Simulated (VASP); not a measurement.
The system is Sr4SO3.

```
Sr S O
1.0
     5.48553    0.00000    0.00000
     0.00000    5.48553    0.00000
     0.00000    0.00000    5.48553
Sr S O
4 1 3
Direct
  0.00000 0.50000 0.50000
  0.50000 0.00000 0.50000
  0.50000 0.50000 0.00000
  0.00000 0.00000 0.00000
  0.50000 0.50000 0.50000
  0.00000 0.00000 0.50000
  0.00000 0.50000 0.00000
  0.50000 0.00000 0.00000
```

The cell comes from a database or a generator and needn't be the stable form of this composition.

```yaml
Program: VASP 6.6.1
Task: single point
Functional: PBE
Potentials_or_basis: VASP PAW PBE potentials, release 64 (Sr_sv, S, O)
Cutoff: 520 eV
k_mesh: 5 × 5 × 5
Occupations: fermi-dirac, width 0.05 eV
Spin: no spin polarisation
```

On this cell: pressure 0.1 GPa; largest force zero by symmetry; band gap on the k mesh 2.68 eV, direct.

The same run follows on a disturbed copy (atoms moved at random, drawn with an rms of 0.05 Å):

```
Sr S O
1.0
     5.48553    0.00000    0.00000
     0.00000    5.48553    0.00000
     0.00000    0.00000    5.48553
Sr S O
4 1 3
Direct
  0.99676 0.49787 0.49321
  0.50454 0.99359 0.50470
  0.51294 0.49744 0.00119
  0.98705 0.99281 0.99353
  0.49898 0.49727 0.49700
  0.99452 0.99241 0.50330
  0.00743 0.50449 0.98583
  0.50555 0.99340 0.00640
```

Q: What does the disturbed cell give?

A: The energy moves by +6.0 meV/atom; pressure 0.3 GPa; largest force 0.418 eV/Å; band gap on the k mesh 2.68 eV, direct.

Forces on the atoms (eV/Å):
```
Sr   0.383  0.008  0.145
Sr  -0.154  0.229 -0.091
Sr  -0.308  0.003 -0.282
Sr   0.372 -0.011  0.027
S   -0.116 -0.218  0.180
O   -0.090  0.030 -0.025
O   -0.244 -0.065  0.139
O    0.158  0.025 -0.092
```

Stress tensor (GPa, compression positive):
```
 0.34  0.03  0.05
 0.03  0.27 -0.01
 0.05 -0.01  0.23
```

Caveats: an odd mesh through Γ misses points on the zone boundary, where band edges often lie.
